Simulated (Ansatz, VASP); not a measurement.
# Cu in two plane-wave programs

Aim: how closely do two programs agree when they are given the same cell, functional and k mesh? Of the first pair: The structure shown is the start of the Ansatz relaxation below; VASP solves that cell, so the two are compared at the walk's first step.

Main program and level: Ansatz 0.2.0; plane waves, with VASP 6.6.1 beside it; single point at PBEsol.

## (1) Set-up

The cell holds 8 atoms: 8 Cu. Its edges and angles: a = 2.556 Å, b = 2.556 Å, c = 28.610 Å, α = 90.0°, β = 90.0°, γ = 60.0°. It derives from Cu. As first built, before any earlier steps moved the atoms (in the runner's words): stoichiometric True; symmetric True; series ['metal Cu111', 8, 'layers']. Vacuum lies along c.

## (2) Ansatz: relaxation, PBEsol

Ansatz runs on its PAW soft_1 files.

The two programs are compared at the cell with which this relaxation starts, whose forces are those of its first step.

input.yaml reads:

```yaml
crystal:
  lattice:
    - [2.556191014, 0.0, 0.0]
    - [1.278095507, 2.213726355, 0.0]
    - [0.0, 0.0, 28.6098485618]
  atoms:
    - { symbol: Cu, position: [0.0, 0.0, 0.755329009] }
    - { symbol: Cu, position: [0.666666667, 0.666666667, 0.682377864] }
    - { symbol: Cu, position: [0.333333333, 0.333333333, 0.609426718] }
    - { symbol: Cu, position: [0.0, 0.0, 0.536475573] }
    - { symbol: Cu, position: [0.666666667, 0.666666667, 0.463524427] }
    - { symbol: Cu, position: [0.333333333, 0.333333333, 0.390573282] }
    - { symbol: Cu, position: [0.0, 0.0, 0.317622136] }
    - { symbol: Cu, position: [0.666666667, 0.666666667, 0.244670991] }
kpoints:
  mp_grid: { grid: [12, 12, 1] }
scf:
  occupations: { method: fermi_dirac, width: 0.05 }
  n_extra_bands: 8
hamiltonian:
  xc: pbesol
  pseudopotentials: { kind: paw, azcp: { folder: soft_1 }, xc_functional: pbe }
output:
  forces: true
  write_potential: true
  volumetric_format: []
relax:
  f_tol: 0.03
  max_steps: 45
  constraints: [{ sites: [3, 4] }]
```

On the command line:

```sh
$ ansatz run input.yaml --threads 4 --pin off --max-ram 11264MiB --backend cpu --events-out ev --progress --plain --runs-dir out
```

Numbers of over 12 decimals in the logs are rounded to 6 here.

Log:

```text
scf.n_extra_bands = 8 over 76 filled bands (N_el = 152.0): the run solves 84 bands
Engine: ansatz 0.2.0, aarch64-unknown-linux-gnu
Pseudopotentials: kind: paw
Pseudopotential: Cu, paw, valence charge 19, recommended cutoff 420 eV (normal), soft_1/Cu.paw.azcp
Functional definition: PBEsol
  exchange = pbesol_x
  correlation = pbesol_c
Crystal: 8 atoms, lattice volume = 161.895 Å³
Basis set: ecut = 420 eV, 3233 PW (Γ), exchange–correlation on 36×36×384 points (8 copies of the dense FFT grid, shifted against one another)
Bands: 84, of which v1, the nominal top of the filled ones, is band 76 counted from 1 (75 counted from 0)
Symmetry: 12 space group operations
Space group: P-3m1 (ITA 164), of the structure as read, at distance tolerance 5.5e-5 Å
k-points: 19 of 144
Non-local potential: Cu, projectors of the file, l = 0: 3, l = 1: 2, l = 2: 3, l = 3: 1
PAW form: soft (Blöchl's): semilocal exchange-correlation on the pseudo side does not see the compensation charge
PAW frozen core: Cu, regenerated for the run's functional, and the local potential with it (the file was generated under x = pbe(κ = 0.804, μ = 0.219515), c = pbe(β = 0.066725))
PAW one-centre angular grid: Cu, 590 points (default); XC on 64 Gauss nodes
Initial density: superposition of atomic densities (neutral atoms: chi_scale 0, normalization atom)
Initial wavefunctions: pseudopotential atomic-orbital guess
Functional: x = pbesol(κ = 0.804, μ = 0.123457), c = pbesol(β = 0.046)
SCF iter   1: F=—  HF=-52717.271554 eV  |F-HF|=—  |Δ(HF+E_count)|=         —  Δρ=2.21e-1  dr2=4.70e1  ethr=3.10e-3  ⟨swp⟩=6.2  Hψ=5958  notcnv=0
preconditioner: auto → LDOS  [metal: Δε(μ)=0.007 eV  Ē_g=5.810 eV  σ=0.050 eV  W_gap=0.04  n_scr=24 (ndim 8)  ℏωp=27.4 eV  f_vac=0.396  D(μ)=4.68/eV (n_scr^D=20)  β→1.0]
SCF iter   2: F=—  HF=-52765.457744 eV  |F-HF|=—  |Δ(HF+E_count)|=    4.82e1  Δρ=4.34e-1  dr2=1.64e2  ethr=3.10e-3  ⟨swp⟩=4.0  Hψ=5515  notcnv=0  defer=17  recentre
SCF iter   3: F=—  HF=-52709.459835 eV  |F-HF|=—  |Δ(HF+E_count)|=    5.60e1  Δρ=5.15e-2  dr2=2.77e0  ethr=3.10e-3  ⟨swp⟩=4.0  Hψ=4581  notcnv=0  defer=41
SCF iter   4: F=—  HF=-52708.978104 eV  |F-HF|=—  |Δ(HF+E_count)|=   4.82e-1  Δρ=1.48e-2  dr2=1.85e-1  ethr=1.82e-3  ⟨swp⟩=2.4  Hψ=2841  notcnv=0  defer=25
SCF iter   5: F=—  HF=-52708.942127 eV  |F-HF|=—  |Δ(HF+E_count)|=   3.60e-2  Δρ=6.15e-3  dr2=5.45e-2  ethr=1.22e-4  ⟨swp⟩=2.3  Hψ=2946  notcnv=0  defer=29
SCF iter   6: F=—  HF=-52708.944061 eV  |F-HF|=—  |Δ(HF+E_count)|=   1.93e-3  Δρ=2.68e-3  dr2=1.14e-2  ethr=3.59e-5  ⟨swp⟩=2.0  Hψ=2455  notcnv=0  defer=30
SCF iter   7: F=—  HF=-52708.943647 eV  |F-HF|=—  |Δ(HF+E_count)|=   4.14e-4  Δρ=9.83e-4  dr2=2.30e-3  ethr=7.53e-6  ⟨swp⟩=2.1  Hψ=2277  notcnv=0  defer=30
SCF iter   8: F=—  HF=-52708.943606 eV  |F-HF|=—  |Δ(HF+E_count)|=   4.08e-5  Δρ=4.73e-4  dr2=4.39e-4  ethr=1.52e-6  ⟨swp⟩=1.8  Hψ=2174  notcnv=0  defer=30
SCF iter   9: F=—  HF=-52708.943685 eV  |F-HF|=—  |Δ(HF+E_count)|=   7.94e-5  Δρ=2.78e-4  dr2=9.41e-5  ethr=2.89e-7  ⟨swp⟩=2.1  Hψ=2279  notcnv=0  defer=30
SCF iter  10: F=-52708.943689 eV  HF=-52708.943691 eV  |F-HF|=2.73e-6  |Δ(HF+E_count)|=   6.12e-6  Δρ=4.95e-5  dr2=5.80e-6  ethr=1.48e-8  ⟨swp⟩=11.8  Hψ=15711  notcnv=0
SCF 1 converged in 10 iterations: F = -52708.943689 eV  dr2 = 5.80e-6
  greatest PAW one-centre occupation: 1.000 electrons in one spin orbital (limit 2), on the Cu atom at site 7 (counted from 0), in its partial waves of l = 0
relax step   1: F+E_penalty+E_count = -52708.94368852 eV  Δ(F+E_penalty+E_count) = +0.000e0 eV  max|allowed force component| = 3.065e-1 eV/Å  Δτ_max = 0.0000 Å  (10 SCF iters, dr2 threshold 2.25e-5 eV, accepted)
Initial density: handed on by an earlier stage of this run
Initial wavefunctions: those handed on with the density
iter 1 solved again at ethr=1.10e-4 eV; its pass at ethr=3.10e-3 eV (dr2=1.67e-1 eV) is discarded
SCF iter   1: F=—  HF=-52709.029716 eV  |F-HF|=—  |Δ(HF+E_count)|=         —  Δρ=1.27e-2  dr2=1.47e-1  ethr=1.10e-4  ⟨swp⟩=1.9  Hψ=6071  notcnv=0  defer=29
preconditioner: auto → LDOS  [metal: Δε(μ)=0.020 eV  Ē_g=6.622 eV  σ=0.050 eV  W_gap=0.10  n_scr=24 (ndim 8)  ℏωp=27.4 eV  f_vac=0.400  D(μ)=3.83/eV (n_scr^D=18)  β→1.0]
SCF iter   2: F=—  HF=-52709.039106 eV  |F-HF|=—  |Δ(HF+E_count)|=   9.39e-3  Δρ=1.58e-2  dr2=2.72e-1  ethr=9.65e-5  ⟨swp⟩=2.8  Hψ=3060  notcnv=0  defer=29
SCF iter   3: F=—  HF=-52708.994953 eV  |F-HF|=—  |Δ(HF+E_count)|=   4.42e-2  Δρ=6.57e-3  dr2=8.64e-2  ethr=9.65e-5  ⟨swp⟩=2.4  Hψ=3184  notcnv=0  defer=30
SCF iter   4: F=—  HF=-52708.987911 eV  |F-HF|=—  |Δ(HF+E_count)|=   7.04e-3  Δρ=2.07e-3  dr2=1.54e-2  ethr=5.68e-5  ⟨swp⟩=1.8  Hψ=2092  notcnv=0  defer=30
SCF iter   5: F=—  HF=-52708.987486 eV  |F-HF|=—  |Δ(HF+E_count)|=   4.25e-4  Δρ=9.92e-4  dr2=1.19e-3  ethr=1.01e-5  ⟨swp⟩=2.1  Hψ=2134  notcnv=0  defer=30
[...]
SCF iter   2: F=—  HF=-52709.009088 eV  |F-HF|=—  |Δ(HF+E_count)|=   4.49e-6  Δρ=4.86e-5  dr2=2.30e-6  ethr=1.41e-9  ⟨swp⟩=2.2  Hψ=2608  notcnv=0  defer=28
SCF iter   3: F=—  HF=-52709.009088 eV  |F-HF|=—  |Δ(HF+E_count)|=   3.02e-8  Δρ=3.68e-5  dr2=1.26e-6  ethr=1.41e-9  ⟨swp⟩=2.0  Hψ=2929  notcnv=0  defer=28
SCF iter   4: F=—  HF=-52709.009088 eV  |F-HF|=—  |Δ(HF+E_count)|=   1.88e-7  Δρ=1.20e-5  dr2=1.60e-7  ethr=8.27e-10  ⟨swp⟩=2.1  Hψ=2188  notcnv=0  defer=28
SCF iter   5: F=-52709.009088 eV  HF=-52709.009088 eV  |F-HF|=6.98e-10  |Δ(HF+E_count)|=   1.80e-8  Δρ=3.24e-6  dr2=1.49e-8  ethr=6.58e-11  ⟨swp⟩=9.8  Hψ=11280  notcnv=0
SCF 4 converged in 5 iterations: F = -52709.009088 eV  dr2 = 1.49e-8
relax step   4: F+E_penalty+E_count = -52709.00908811 eV  Δ(F+E_penalty+E_count) = -1.899e-6 eV  max|allowed force component| = 2.858e-2 eV/Å  Δτ_max = 0.0000 Å  (5 SCF iters, accepted)
NSCF: frozen V_eff on 19 k-points
the band table was solved once a step of the walk had ended and its energy, with any forces and stress, was formed, with the checks that follow a solve (6792 applications of the Hamiltonian). They found nothing against the state; the energy, forces and stress were not computed again (output.eigenvalues in the input reference)
WARN: The output density's exchange-correlation potential varies sharply where the density is thin. Do not read a vacuum level from v_tot or v_xc, or from such a field of the output density. On a cell that repeats whose density bears no net charge and no dipole along the vacuum's axis use v_es (v_loc + v_h of the components); under efield.dipole_correction with no amplitude use v_es + v_field, which holds any externa [...]
SCF converged after 5 iterations
Free energy (F): -52709.009088 eV
Harris-Foulkes:  -52709.009088 eV  (|F-HF|=6.98e-10)
Internal energy: -52708.978787 eV  (E = F + TS)
E sigma→0 (E₀):  -52708.993938 eV
Entropy (-TS):   -0.030301 eV (-3.788 meV/atom)
Fermi energy:    7.449467 eV
--- Per-component energies (eV) ---
  E_band       = -4278.360011
  E_kinetic    = 2098.459420
  E_local      = -370806.347887  (includes V_loc(G=0)·N_el)
  E_nonlocal   = 7131.391153
  E_hartree    = 181964.215829
  E_xc         = -548.782984
  E_vxc        = -711.232670  (∫ρ·V_xc dr)
  E_paw        = -14229.801396  (= ΣΔE_a)
  E_vpaw       = -5919.013661  (= ΣTr[D̂ρ^β])
  E_aug_tail   = 0.007418  (compensation charges beyond the density's cutoff)
  E_ewald      = 141680.230039
  E_core_change = 1.649621  (= ΣΔE_core)
  E_smearing   = -0.030301  (= −TS)
  E_closure    = 0.000000  (closes the sum)
  Σ components = -52709.009088   (vs F -52709.009088, Δ=0.00e0)
--- Forces (eV/Å), atoms counted from 1 ---
  atom   1  Cu     0.00000000    -0.00000000     0.02857549
  atom   2  Cu     0.00000000    -0.00000000    -0.00300000
  atom   3  Cu    -0.00000000     0.00000000    -0.00640256
  atom   4  Cu    -0.00000000     0.00000000    -0.24147386
  atom   5  Cu     0.00000000    -0.00000000     0.24147386
  atom   6  Cu     0.00000000    -0.00000000     0.00640256
  atom   7  Cu     0.00000000     0.00000000     0.00300000
  atom   8  Cu     0.00000000     0.00000000    -0.02857549
  max |Σ_I F_I| component: 6.94e-18 eV/Å
--- Band table (eV; the first three rows and the last of 19) ---
  k-point 0: bands = [... 72 lower, 5.5054, 5.6708, 5.6708, 5.8291, 5.8291, 5.8687, 5.8687, 6.8057, ... 4 higher]
  k-point 1: bands = [... 72 lower, 5.5124, 5.5885, 5.6751, 5.8336, 5.8412, 5.8747, 6.3438, 7.3247, ... 4 higher]
  k-point 2: bands = [... 72 lower, 5.5287, 5.6842, 5.8040, 5.8450, 5.8903, 6.3453, 7.1600, 8.3005, ... 4 higher]
  k-point 18: bands = [... 72 lower, 10.6037, 10.6037, 10.6477, 10.7580, 10.7580, 10.9791, 11.0851, 11.6958, ... 4 higher]
--- Relaxed structure (4 steps of the walk, 4 accepted, 0 SCFs on fresh bases) ---
  F+E_penalty+E_count = -52709.00908811 eV   max|allowed force component| = 2.858e-2 eV/Å
  atoms:
    - { symbol: Cu, position: [-8.866245037611787e-18, -3.2862894936486922e-18, 0.747551] }
    - { symbol: Cu, position: [0.666667, 0.666667, 0.677527] }
    - { symbol: Cu, position: [0.333333, 0.333333, 0.607111] }
    - { symbol: Cu, position: [4.3368086899420173e-19, 4.336808689942017e-19, 0.536476] }
    - { symbol: Cu, position: [0.666667, 0.666667, 0.463524427] }
    - { symbol: Cu, position: [0.333333, 0.333333, 0.392889] }
    - { symbol: Cu, position: [6.2338942213449956e-18, 2.7537662099355267e-18, 0.322473] }
    - { symbol: Cu, position: [0.666667, 0.666667, 0.252449] }
```

Reading the cycles: dr2 is the Hartree energy of the density residual (eV), the measure of convergence; HF is the Harris–Foulkes estimate of the energy, which meets the free energy F at convergence.

## (3) VASP: single point, PBEsol, start cell, pair 1

The same cell, functional, mesh and smearing now go to VASP, with its own data sets.

Lines of VASP's logs that name or quote its potential files are left out, and so is its time.

INCAR reads:

```
SYSTEM = Cu
PREC = Accurate
ENCUT = 520
EDIFF = 1E-06
NELM = 120
ISMEAR = -1
SIGMA = 0.05
LREAL = .FALSE.
ALGO = Normal
GGA = PS
NBANDS = 54
LASPH = .TRUE.
LORBIT = 11
LWAVE = .FALSE.
LCHARG = .FALSE.
ISIF = 2
GGA_COMPAT = .FALSE.
KPAR = 2
```

POSCAR reads:

```
Cu
1.0
    2.5561910140      0.0000000000      0.0000000000
    1.2780955070      2.2137263550      0.0000000000
    0.0000000000      0.0000000000     28.6098485618
Cu
8
Direct
    0.0000000917      0.0000000917      0.7553290243
    0.6666667583      0.6666667583      0.6823778692
    0.3333334250      0.3333334250      0.6094267316
    0.0000000917      0.0000000917      0.5364755765
    0.6666667583      0.6666667583      0.4635244388
    0.3333334250      0.3333334250      0.3905732838
    0.0000000917      0.0000000917      0.3176221461
    0.6666667583      0.6666667583      0.2446709910
```

KPOINTS reads:

```
Automatic mesh
0
Gamma
12 12 1
0 0 0
```

The projector-augmented-wave data sets are Cu (PBE family, release 64).

On the command line:

```sh
$ mpirun -np 2 vasp_std
```

Log:

```text
[banner, memory and clock lines left out]
running    2 mpi-ranks, on    1 nodes
 distrk:  each k-point on    1 cores,    2 groups
 distr:  one band on    1 cores,    1 groups

 POSCAR found type information on POSCAR Cu
 POSCAR found :  1 types and       8 ions
|                                                                             |
|               ----> ADVICE to this user running VASP <----                  |
|                                                                             |
|     You enforced a specific xc type in the INCAR file but a different       |
|     [... a line on the potential file left out ...]
|     I HOPE YOU KNOW WHAT YOU ARE DOING!                                     |
|                                                                             |

 LDA part: xc-table for (Slater+PW92), standard interpolation
 POSCAR, INCAR and KPOINTS ok, starting setup
 FFT: planning ... GRIDC
 FFT: planning ... GRID_SOFT
 FFT: planning ... GRID
 WAVECAR not read
 entering main loop
       N       E                     dE             d eps       ncg     rms          rms(c)
DAV:   1     0.817045401448E+03    0.81705E+03   -0.39130E+04  2068   0.250E+03
DAV:   2     0.703757924166E+02   -0.74667E+03   -0.72619E+03  2052   0.470E+02
DAV:   3    -0.371719228611E+02   -0.10755E+03   -0.99991E+02  2118   0.226E+02
DAV:   4    -0.414283041384E+02   -0.42564E+01   -0.42201E+01  2290   0.625E+01
DAV:   5    -0.415221493971E+02   -0.93845E-01   -0.93803E-01  2346   0.780E+00    0.234E+01
DAV:   6    -0.370441717402E+02    0.44780E+01   -0.95139E+01  2266   0.142E+02    0.128E+01
DAV:   7    -0.332830204541E+02    0.37612E+01   -0.18778E+01  2358   0.691E+01    0.291E+00
DAV:   8    -0.333060084041E+02   -0.22988E-01   -0.48295E+00  2556   0.538E+01    0.175E+00
DAV:   9    -0.332776807346E+02    0.28328E-01   -0.68071E-01  2340   0.119E+01    0.157E+00
DAV:  10    -0.332307967673E+02    0.46884E-01   -0.11778E-01  3270   0.904E+00    0.822E-01
DAV:  11    -0.332227768477E+02    0.80199E-02   -0.65824E-02  3388   0.503E+00    0.144E-01
DAV:  12    -0.332247678656E+02   -0.19910E-02   -0.28244E-02  2234   0.226E+00    0.182E-01
DAV:  13    -0.332241463101E+02    0.62156E-03   -0.27030E-03  2304   0.139E+00    0.974E-02
DAV:  14    -0.332242727203E+02   -0.12641E-03   -0.46154E-03  2382   0.112E+00    0.162E-01
[...]
DAV:  19    -0.332236247623E+02   -0.23264E-04   -0.24544E-05  2434   0.117E-01    0.698E-03
DAV:  20    -0.332236720190E+02   -0.47257E-04   -0.12748E-05  2268   0.743E-02    0.713E-03
DAV:  21    -0.332236915616E+02   -0.19543E-04   -0.72818E-06  2262   0.415E-02    0.471E-03
DAV:  22    -0.332237186198E+02   -0.27058E-04   -0.48561E-06  2046   0.457E-02    0.297E-03
DAV:  23    -0.332237214414E+02   -0.28216E-05   -0.59228E-07  1272   0.161E-02    0.201E-03
DAV:  24    -0.332237259413E+02   -0.44999E-05   -0.64131E-07  1292   0.138E-02    0.102E-03
DAV:  25    -0.332237273080E+02   -0.13667E-05   -0.22090E-07  1244   0.740E-03    0.505E-04
DAV:  26    -0.332237276915E+02   -0.38350E-06   -0.43887E-08  1170   0.346E-03
   1 F= -.33223728E+02 E0= -.33207035E+02  d E =-.333861E-01
```

Parts of OUTCAR (step 3):

```text
ion  position               nearest neighbor table
   1  0.000  0.000  0.755-   2 2.56   2 2.56   2 2.56
   2  0.667  0.667  0.682-   3 2.56   3 2.56   3 2.56   1 2.56   1 2.56   1 2.56
   3  0.333  0.333  0.609-   2 2.56   2 2.56   2 2.56   4 2.56   4 2.56   4 2.56
   4  0.000  0.000  0.536-   5 2.56   5 2.56   5 2.56   3 2.56   3 2.56   3 2.56
   5  0.667  0.667  0.464-   4 2.56   4 2.56   4 2.56   6 2.56   6 2.56   6 2.56
   6  0.333  0.333  0.391-   7 2.56   7 2.56   7 2.56   5 2.56   5 2.56   5 2.56
   7  0.000  0.000  0.318-   6 2.56   6 2.56   6 2.56   8 2.56   8 2.56   8 2.56
   8  0.667  0.667  0.245-   7 2.56   7 2.56   7 2.56

  LATTYP: Found a hexagonal cell.
 ALAT       =     2.5561910140
 C/A-ratio  =    11.1923750634

 Subroutine GETGRP returns: Found 12 space group operations
 (whereof  6 operations were pure point group operations)

The static configuration has the point symmetry C_3v.
 The point group associated with its full space group is D_3d.

 Found     19 irreducible k-points:

   k-points           NKPTS =     19   k-points in BZ     NKDIM =     19   number of bands    NBANDS=     54

   dimension x,y,z NGX =    20 NGY =   20 NGZ =  216
   dimension x,y,z NGXF=    40 NGYF=   40 NGZF=  432

   ENCUT  =  520.0 eV  38.22 Ry    6.18 a.u.   4.75  4.75 53.20*2*pi/ulx,y,z

   NELECT =      88.0000    total number of electrons

 k-points in reciprocal lattice and weights: Automatic mesh
   0.00000000  0.00000000  0.00000000       0.007
   0.08333333  0.00000000  0.00000000       0.042
   0.16666667  0.00000000  0.00000000       0.042
   0.25000000  0.00000000  0.00000000       0.042
   0.33333333 -0.00000000  0.00000000       0.042
   0.41666667  0.00000000  0.00000000       0.042
   0.50000000  0.00000000  0.00000000       0.021
   0.16666667  0.08333333  0.00000000       0.042
   0.25000000  0.08333333  0.00000000       0.083
[...]
-0.41666667  0.25000000  0.00000000       0.083
  -0.33333333  0.33333333  0.00000000       0.014

 average (electrostatic) potential at core
       1 -68.4170       2 -68.6391       3 -68.6083       4 -68.6535       5 -68.6535
       6 -68.6083       7 -68.6390       8 -68.4170

 E-fermi :   2.3107

 k-point     1 :       0.0000    0.0000    0.0000
  band No.  band energies     occupation
    ...
     45       0.6850      2.00000
     46       0.7204      2.00000
     47       0.7204      2.00000
     48       1.6109      2.00000
     49       1.8728      1.99969
     50       6.5309      0.00000
     51       6.7383      0.00000
     52       7.5452      0.00000
     53       7.9686      0.00000
     54       9.5171      0.00000

 k-point     2 :       0.0833    0.0000    0.0000
  band No.  band energies     occupation
    ...
     44       0.6877      2.00000
     45       0.7160      2.00000
     46       0.7251      2.00000
     47       1.1879      2.00000
     48       2.1114      1.96359
     49       2.4715      0.07713
     50       6.6542      0.00000
     51       6.9393      0.00000
     52       7.7357      0.00000
     53       8.1487      0.00000
    ...

 k-point     3 :       0.1667    0.0000    0.0000
  band No.  band energies     occupation
    ...
     43       0.6870      2.00000
     44       0.6940      2.00000
     45       0.7371      2.00000
     46       1.1848      2.00000
     47       1.9560      1.99834
     48       3.0531      0.00000
     49       3.6581      0.00000
     50       7.0364      0.00000
     51       7.5404      0.00000
     52       8.3282      0.00000
    ...

  Total       -4.4193294     -4.4193294     -3.9324041      0.0000000     -0.0000000     -0.0000000
  in kB      -43.7355065    -43.7355065    -38.9166926      0.0000000     -0.0000000     -0.0000000
  external PRESSURE =     -42.1292352 kB  Pullay stress =       0.0000000 kB

  energy-cutoff  :      520.00
  volume of cell :      161.89
      direct lattice vectors                 reciprocal lattice vectors
     2.556191014  0.000000000  0.000000000     0.391207071 -0.225863508  0.000000000
     1.278095507  2.213726355  0.000000000     0.000000000  0.451727016  0.000000000
     0.000000000  0.000000000 28.609848562     0.000000000  0.000000000  0.034952999

 POSITION                                       TOTAL-FORCE (eV/Angst)
 -----------------------------------------------------------------------------------
      0.00000      0.00000     21.60985         0.000000      0.000000     -0.282327
      2.55619      1.47582     19.52273         0.000000      0.000000     -0.002418
      1.27810      0.73791     17.43561         0.000000     -0.000000      0.032342
      0.00000      0.00000     15.34849         0.000000     -0.000000      0.031574
      2.55619      1.47582     13.26136        -0.000000      0.000000     -0.031574
      1.27810      0.73791     11.17424        -0.000000      0.000000     -0.032342
      0.00000      0.00000      9.08712        -0.000000     -0.000000      0.002418
      2.55619      1.47582      7.00000        -0.000000     -0.000000      0.282327
 -----------------------------------------------------------------------------------
    total drift:                               -0.000355     -0.000205     -0.000141

  FREE ENERGIE OF THE ION-ELECTRON SYSTEM (eV)
  ---------------------------------------------------
  free  energy   TOTEN  =       -33.2237276915 eV

  energy  without entropy=      -33.1903415419  energy(sigma->0) =      -33.20703462

 total charge
# of ion       s       p       d       tot
------------------------------------------
    1        0.454   0.294   9.179   9.927
    2        0.446   0.380   9.173   9.999
    3        0.450   0.388   9.166  10.003
    4        0.451   0.384   9.167  10.003
    5        0.451   0.384   9.167  10.003
    6        0.450   0.388   9.166  10.003
    7        0.446   0.380   9.173   9.999
    8        0.454   0.294   9.179   9.927
--------------------------------------------------
tot          3.601   2.893  73.371  79.865

[... 3 further parts left out ...]
```

[end of part 1 of 2]

[Lines on the potential files, build, host, timing and source positions are cut from VASP's logs without a mark.]

[Logs are printed without paths, hosts, clocks, repeated set-up lines and the standing remarks that a program may print on its own settings, such as how far it seeks lower states.]

[Hosts, paths, dates, database ids (printed as entryN), source tags and the programs' standing remarks are cut or masked in the printed files.]
